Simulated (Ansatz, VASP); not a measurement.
## One calculation of SrMg, two programs

```
CELL_PARAMETERS angstrom
3.91296 0.00000 0.00000
0.00000 3.91296 0.00000
0.00000 0.00000 3.91296
ATOMIC_POSITIONS crystal
Sr 0.50000 0.50000 0.50000
Mg 0.00000 0.00000 0.00000
```

Change from the starting cell: volume scaled by 1.01, crystal datasets.

Alike in both runs: task electric field gradients; functional LDA; k mesh 9 × 9 × 9; occupations fermi-dirac, width 0.05 eV; no spin polarisation.

|  | VASP | Ansatz |
| --- | --- | --- |
| version | VASP 6.6.1 | Ansatz 0.2.0 |
| potentials or method | VASP PAW LDA potentials, release 64 (Sr_sv, Mg), cutoff 520 eV | all-electron PAW with datasets made for the crystal, scalar-relativistic |

VASP gave:

```
pressure (GPa)                                                 : 2.9
Vzz of the field gradient on the site that differs most (V/Å²) : 0.0
```

Task: Estimate Ansatz's values.

Result: Pressure (GPa): 3.1; Vzz of the field gradient on the site that differs most (V/Å²): 0.0.

Ansatz ran all-electron here, so the differences hold the error of VASP's frozen core and of both bases. Ansatz warned: «gradients_without_spin_orbit».
